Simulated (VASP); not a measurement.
# Cu2SeS with AM05: from relaxation to properties, part 2 of 8

Wanted: the relaxed cell of Cu2SeS and its properties. The cell is invented: it takes the structure of a Materials Project entry for Mg2SeS (space group 115 there), with some of its atoms replaced by other elements, volume scaled by an estimate. It may not be a known or stable phase. The atoms of the start are displaced at random from the sites of a P-4m2 cell.

VASP 6.6.1; AM05, no spin polarisation; plane waves and PAW (Se, Cu, S); invented cell.

Still holding for the runs below: This run has no spin polarisation, although Cu can carry a moment. The k-mesh is coarse for a metal.

So far. Step 2 (Rough relaxation of the start cell): It ends with a largest force of 0.034 eV/Å and a pressure of 0.01 GPa.

### 3. Relaxing cell and atoms (AM05)

Properties are meant for the cell that this level of theory prefers, so cell and atoms are relaxed first (ISIF = 3) until forces and stress are small; EDIFFG sets the threshold.

File INCAR:

```
SYSTEM = Cu2SeS
PREC = Accurate
ENCUT = 400
EDIFF = 1E-06
NELM = 100
ISMEAR = 0
SIGMA = 0.05
LREAL = .FALSE.
ALGO = Normal
GGA = AM
NBANDS = 23
LORBIT = 11
LWAVE = .FALSE.
LCHARG = .FALSE.
KPAR = 2
IBRION = 2
NSW = 60
ISIF = 3
EDIFFG = -0.01
```

File POSCAR:

```
Cu2SeS
1.0
    3.5823686100      0.0000000000      0.0000000000
    0.0000000000      3.5923116300      0.0000000000
   -0.0063507500      0.0000000000      5.6319193800
Se Cu S
1 2 1
Direct
    0.5020890570      0.5000000000      0.0005371860
    0.0022273060      0.5000000000      0.7299761890
    0.5016783210      0.0000000000      0.2689454870
    0.0023163160      0.0000000000      0.5003881380
```

File KPOINTS:

```
Automatic mesh
0
Gamma
6 6 4
0 0 0
```

PAW data sets: Se, Cu and S (PBE family, release 64).

The cell reached was symmetrised within 0.01 Å before this step, which raises the operations from 1 to 2, which the run then keeps.

On the command line:

```bash
$ mpirun -np 2 vasp_std
```

Log:

```text
[banner, memory and clock lines left out]
running    2 mpi-ranks, on    1 nodes
 distrk:  each k-point on    1 cores,    2 groups
 distr:  one band on    1 cores,    1 groups

 POSCAR found type information on POSCAR SeCuS
 POSCAR found :  3 types and       4 ions
 [... a notice as in an earlier step ...]

 LDA part: xc-table for (Slater+PW92), standard interpolation
 POSCAR, INCAR and KPOINTS ok, starting setup
 FFT: planning ... GRIDC
 FFT: planning ... GRID_SOFT
 FFT: planning ... GRID
 WAVECAR not read
 entering main loop
       N       E                     dE             d eps       ncg     rms          rms(c)
DAV:   1     0.238950233315E+03    0.23895E+03   -0.12909E+04  2576   0.152E+03
DAV:   2     0.361046381000E+01   -0.23534E+03   -0.22524E+03  2597   0.321E+02
DAV:   3    -0.186742988448E+02   -0.22285E+02   -0.21453E+02  3432   0.119E+02
DAV:   4    -0.197201201173E+02   -0.10458E+01   -0.10431E+01  3423   0.253E+01
DAV:   5    -0.197622617039E+02   -0.42142E-01   -0.42124E-01  3657   0.454E+00    0.159E+01
DAV:   6    -0.199939815109E+02   -0.23172E+00   -0.48959E+01  3270   0.184E+02    0.131E+01
DAV:   7    -0.163717053382E+02    0.36223E+01   -0.12305E+01  3115   0.105E+02    0.404E+00
DAV:   8    -0.164669975897E+02   -0.95292E-01   -0.19148E+00  4119   0.202E+01    0.209E+00
DAV:   9    -0.164402388328E+02    0.26759E-01   -0.13511E-01  4154   0.899E+00    0.545E-01
DAV:  10    -0.164403090266E+02   -0.70194E-04   -0.16231E-02  4281   0.489E+00    0.428E-01
DAV:  11    -0.164394397627E+02    0.86926E-03   -0.39559E-03  4190   0.289E+00    0.266E-01
DAV:  12    -0.164391155424E+02    0.32422E-03   -0.25219E-03  4241   0.132E+00    0.544E-02
DAV:  13    -0.164391595290E+02   -0.43987E-04   -0.67266E-04  4171   0.465E-01    0.313E-02
DAV:  14    -0.164391604852E+02   -0.95627E-06   -0.25248E-05  4116   0.959E-02    0.183E-02
DAV:  15    -0.164391629420E+02   -0.24568E-05   -0.50006E-06  3051   0.188E-02    0.129E-02
DAV:  16    -0.164391624109E+02    0.53110E-06   -0.51595E-06  3628   0.616E-02
   1 F= -.16439162E+02 E0= -.16437689E+02  d E =-.164392E+02
 curvature:   0.00 expect dE= 0.000E+00 dE for cont linesearch  0.000E+00
 trial: gam= 0.00000 g(F)=  0.416E-03 g(S)=  0.299E-02 ort = 0.000E+00 (trialstep = 0.100E+01)
 search vector abs. value=  0.340E-02
 bond charge predicted
       N       E                     dE             d eps       ncg     rms          rms(c)
DAV:   1    -0.164505358909E+02   -0.11373E-01   -0.36409E-01  3842   0.719E+00    0.753E-01
DAV:   2    -0.164467467630E+02    0.37891E-02   -0.51393E-02  3095   0.684E+00    0.456E-01
DAV:   3    -0.164431167047E+02    0.36301E-02   -0.14762E-02  3115   0.409E+00    0.256E-01
DAV:   4    -0.164422314612E+02    0.88524E-03   -0.25815E-03  4138   0.107E+00    0.731E-02
DAV:   5    -0.164422181855E+02    0.13276E-04   -0.39640E-04  4180   0.919E-01    0.593E-02
DAV:   6    -0.164421911395E+02    0.27046E-04   -0.17297E-04  4315   0.539E-01    0.161E-02
DAV:   7    -0.164421903562E+02    0.78328E-06   -0.31552E-05  4073   0.116E-01    0.675E-03
DAV:   8    -0.164421905699E+02   -0.21370E-06   -0.49588E-06  3202   0.252E-02
   2 F= -.16442191E+02 E0= -.16440433E+02  d E =-.302816E-02
[... from here on, the cycles between the ionic steps are left out ...]
   3 F= -.16447228E+02 E0= -.16444470E+02  d E =-.806542E-02
   4 F= -.16447960E+02 E0= -.16444817E+02  d E =-.879781E-02
   5 F= -.16450646E+02 E0= -.16447298E+02  d E =-.268529E-02
   6 F= -.16454648E+02 E0= -.16450486E+02  d E =-.668788E-02
   7 F= -.16456728E+02 E0= -.16452359E+02  d E =-.207970E-02
   8 F= -.16463539E+02 E0= -.16460210E+02  d E =-.889078E-02
   9 F= -.16469056E+02 E0= -.16467717E+02  d E =-.144075E-01
  10 F= -.16469625E+02 E0= -.16467884E+02  d E =-.149765E-01
  11 F= -.16469784E+02 E0= -.16468196E+02  d E =-.151361E-01
  12 F= -.16470941E+02 E0= -.16469721E+02  d E =-.115688E-02
  13 F= -.16471268E+02 E0= -.16469984E+02  d E =-.148395E-02
  14 F= -.16472163E+02 E0= -.16470844E+02  d E =-.895168E-03
  15 F= -.16472265E+02 E0= -.16470924E+02  d E =-.997175E-03
  16 F= -.16472424E+02 E0= -.16471074E+02  d E =-.158715E-03
  17 F= -.16472463E+02 E0= -.16471102E+02  d E =-.197668E-03
  18 F= -.16472468E+02 E0= -.16471109E+02  d E =-.202645E-03
  19 F= -.16472460E+02 E0= -.16471105E+02  d E =-.194823E-03
  20 F= -.16472467E+02 E0= -.16471111E+02  d E =-.201437E-03
  21 F= -.16472469E+02 E0= -.16471112E+02  d E =-.203492E-03
  22 F= -.16472468E+02 E0= -.16471110E+02  d E =-.202907E-03
 curvature:  -0.10 expect dE=-0.273E-05 dE for cont linesearch -0.211E-07
 ZBRENT: accuracy reached
 trial: gam= 0.09309 g(F)=  0.193E-04 g(S)=  0.928E-05 ort = 0.795E-05 (trialstep = 0.984E+00)
 search vector abs. value=  0.325E-04
 bond charge predicted
       N       E                     dE             d eps       ncg     rms          rms(c)
DAV:   1    -0.164725591600E+02   -0.90897E-04   -0.65227E-03  3864   0.862E-01    0.720E-02
DAV:   2    -0.164725407075E+02    0.18453E-04   -0.72872E-04  3073   0.804E-01    0.437E-02
DAV:   3    -0.164724952351E+02    0.45472E-04   -0.17857E-04  3087   0.452E-01    0.160E-02
DAV:   4    -0.164724927775E+02    0.24576E-05   -0.25092E-05  4128   0.612E-02    0.753E-03
DAV:   5    -0.164724925137E+02    0.26375E-06   -0.14821E-06  1943   0.715E-02
  23 F= -.16472493E+02 E0= -.16471132E+02  d E =-.242939E-04
 trial-energy change:   -0.000024  1 .order   -0.000022   -0.000029   -0.000015
 step:   2.0281(harm=  2.0281)  dis= 0.00092  next Energy=   -16.472498 (dE=-0.297E-04)
 reached required accuracy - stopping structural energy minimisation
```

Elapsed: 2.4 min, on 2 MPI ranks of Intel Xeon 6975P-C (Granite Rapids), shared host; peak memory 0.41 GiB.

From OUTCAR (step 3):

```text
  LATTYP: Found a simple monoclinic cell.
 ALAT       =     3.5823686100
 B/A-ratio  =     1.0027755435
 C/A-ratio  =     1.5721226858
 COS(beta)  =    -0.0011276344

 Subroutine GETGRP returns: Found  2 space group operations
 (whereof  2 operations were pure point group operations)

The static configuration has the point symmetry C_1h.

 Found     56 irreducible k-points:

   k-points           NKPTS =     56   k-points in BZ     NKDIM =     56   number of bands    NBANDS=     23

   dimension x,y,z NGX =    24 NGY =   24 NGZ =   40
   dimension x,y,z NGXF=    48 NGYF=   48 NGZF=   80

   ENCUT  =  400.0 eV  29.40 Ry    5.42 a.u.   5.84  5.86  9.18*2*pi/ulx,y,z

   NELECT =      34.0000    total number of electrons

 E-fermi :   4.2463

 k-point     1 :       0.0000    0.0000    0.0000
  band No.  band energies     occupation
    ...
     11       1.6255      2.00000
     12       1.6885      2.00000
     13       1.9974      2.00000
     14       2.5819      2.00000
     15       2.5887      2.00000
     16       5.4653      0.00000
     17       5.4685      0.00000
     18       5.5475      0.00000
     19       7.3936      0.00000
     20       7.9973      0.00000
    ...

 k-point     2 :       0.1667    0.0000   -0.0000
  band No.  band energies     occupation
    ...
     11       1.6051      2.00000
     12       1.6354      2.00000
     13       1.8162      2.00000
     14       2.4644      2.00000
     15       2.8505      2.00000
     16       4.4335      0.00000
     17       5.0257      0.00000
     18       5.3468      0.00000
     19       8.2378      0.00000
     20       8.6294      0.00000
    ...

  Total       -0.0217058     -0.0051782     -0.0153451      0.0000000      0.0000000     -0.0066847
  in kB       -0.4759864     -0.1135527     -0.3365029      0.0000000      0.0000000     -0.1465880
  external PRESSURE =      -0.3086807 kB  Pullay stress =       0.0000000 kB

  energy-cutoff  :      400.00
  volume of cell :       73.06
      direct lattice vectors                 reciprocal lattice vectors
     3.782138018  0.000000000  0.003398947     0.264400659  0.000000000  0.000063004
     0.000000000  3.777959539  0.000000000     0.000000000  0.264693147  0.000000000
    -0.001218433  0.000000000  5.113242214    -0.000175756  0.000000000  0.195570588

 POSITION                                       TOTAL-FORCE (eV/Angst)
 -----------------------------------------------------------------------------------
      1.89727      1.88898      5.11395        -0.000753      0.000000      0.002565
      0.00739      1.88898      3.71703         0.000365      0.000000     -0.006344
      1.89925      0.00000      1.39945        -0.003174      0.000000      0.001046
      0.00662      0.00000      2.55531         0.003562      0.000000      0.002733
 -----------------------------------------------------------------------------------
    total drift:                                0.003332      0.000000     -0.000382

  FREE ENERGIE OF THE ION-ELECTRON SYSTEM (eV)
  ---------------------------------------------------
  free  energy   TOTEN  =       -16.4724925137 eV

  energy  without entropy=      -16.4697706779  energy(sigma->0) =      -16.47113160

 total charge
# of ion       s       p       d       tot
------------------------------------------
    1        1.455   2.320   0.062   3.837
    2        0.444   0.441   9.150  10.036
    3        0.444   0.441   9.150  10.036
    4        1.320   2.354   0.000   3.675
--------------------------------------------------
tot          3.665   5.557  18.362  27.583

[... 1 part as in an earlier step ...]

[... 7 further parts left out ...]
```

The run keeps the 2 symmetry operations of its start, so it cannot find a distortion of lower symmetry.

Step by step (22 of 23):

```tsv
step	energy less that of the first step (eV)	largest force (eV/Å)	pressure (GPa)	volume (Å³)
1	0.0000	0.0769	0.18	72.48
2	-0.0030	0.0426	0.10	72.68
3	-0.0081	0.0569	-0.42	73.29
4	-0.0088	0.1002	-0.61	73.57
5	-0.0115	0.0886	-0.45	73.33
6	-0.0155	0.0730	0.64	72.57
7	-0.0176	0.0637	0.58	72.64
8	-0.0244	0.0566	0.34	72.83
9	-0.0299	0.1686	-0.11	73.11
10	-0.0305	0.1284	0.12	73.03
11	-0.0306	0.1405	0.09	73.06
13	-0.0321	0.0922	-0.19	73.21
14	-0.0330	0.0449	0.01	73.01
15	-0.0331	0.0444	0.11	72.92
16	-0.0333	0.0294	0.05	73.01
17	-0.0333	0.0135	-0.07	73.11
18	-0.0333	0.0158	-0.09	73.09
19	-0.0333	0.0221	-0.06	73.05
20	-0.0333	0.0189	0.03	73.07
21	-0.0333	0.0164	0.01	73.08
22	-0.0333	0.0151	-0.03	73.09
23	-0.0333	0.0064	-0.03	73.06
```

```tsv
cell as run	before	after	change
a (Å)	3.582	3.782	+5.6 %
b (Å)	3.592	3.778	+5.2 %
c (Å)	5.632	5.113	-9.2 %
β (°)	90.06	89.96	-0.1 %
volume (Å³/atom)	18.12	18.27	+0.8 %
```

The atoms that moved most (Å, as changes of fractional coordinates times the final cell):

```tsv
atom	dx	dy	dz	length
Cu3	0.002	0.000	0.023	0.023
Cu2	0.000	0.000	-0.016	0.016
```

Final coordinates:

```xyz
4
Lattice="3.7821 0.0000 0.0034 0.0000 3.7780 0.0000 -0.0012 0.0000 5.1132" Properties=species:S:1:pos:R:3 pbc="T T T"
Se    1.8985    1.8890    0.0007
Cu    0.0074    1.8890    3.7170
Cu    1.8992    0.0000    1.3995
S     0.0066    0.0000    2.5553
```

This step gave:

```yaml
irreducible_k_points: 56
symmetry_operations: 2
free_energy_toten: -16.47 eV
energy_at_zero_smearing: -16.47 eV
fermi_energy: 4.246 eV
pressure: -0.03087 GPa
scf_cycles_over_all_ionic_steps: 172
```

It ends with a largest force of 0.006 eV/Å and a pressure of -0.03 GPa.

(Part 2 of 8 ends here.)

[Lines on the potential files, build, host, timing and source positions are cut from VASP's logs without a mark.]

[Logs are printed without paths, hosts, clocks, repeated set-up lines and the standing remarks that a program may print on its own settings, such as how far it seeks lower states.]

[Hosts, paths, dates, database ids (printed as entryN), source tags and the programs' standing remarks are cut or masked in the printed files.]

[A measured line is paired with the nearest computed mode of its activity, which favours agreement.]
